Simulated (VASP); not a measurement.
Here is the system:

```
CELL_PARAMETERS angstrom
      3.91246     0.00000     0.00000
      0.00000     3.91246     0.00000
      0.00000     0.00000     4.93872
ATOMIC_POSITIONS crystal
  Mg 0.50000 0.50000 0.00000
  Mg 0.00000 0.00000 0.50000
  C  0.88766 0.88766 0.00000
  C  0.11234 0.11234 0.00000
  C  0.61234 0.38766 0.50000
  C  0.38766 0.61234 0.50000
```

These are LDA (Ceperley-Alder, Perdew-Zunger), VASP's LDA PAW potentials (set 64) (plane waves; VASP) values and carry that method's errors. Settings: 400 eV cut-off, 5×5×4 Γ-centred mesh, Gaussian smearing of 0.010 eV, potentials Mg C.

At this cut-off the stress carries a Pulay error, which pulls relaxed volumes low. Energy and stress use the plane-wave basis of the starting cell.

**Question.** The ions, cell shape and volume are relaxed. Which structure does the run end with?

**Answer.** 
```
CELL_PARAMETERS angstrom
      3.87311     0.00000     0.00000
      0.00000     3.87311     0.00000
      0.00000     0.00000     4.80434
ATOMIC_POSITIONS crystal
  Mg 0.50000 0.50000 0.00000
  Mg 0.00000 0.00000 0.50000
  C  0.88635 0.88635 0.00000
  C  0.11365 0.11365 0.00000
  C  0.61365 0.38635 0.50000
  C  0.38635 0.61365 0.50000
```
Space group P4_2/mnm (136), at a tolerance of 0.03 Å.

**Question.** How do energy and volume change from the first to the last step?

**Answer.** The energy (σ→0) changes by -8.4 meV/atom and the volume by -4.7 %, in 11 ionic steps.

The structure comes from a computed database's MgC2 entry; how it stands against other phases isn't given here. This run relaxes it. Symmetry was kept, so distortions that lower it aren't found. The run is one of a series of settings (EDIFFG = -0.01, IBRION = 2, ISIF = 3, NSW = 50 against the base run), some of them coarse on purpose.
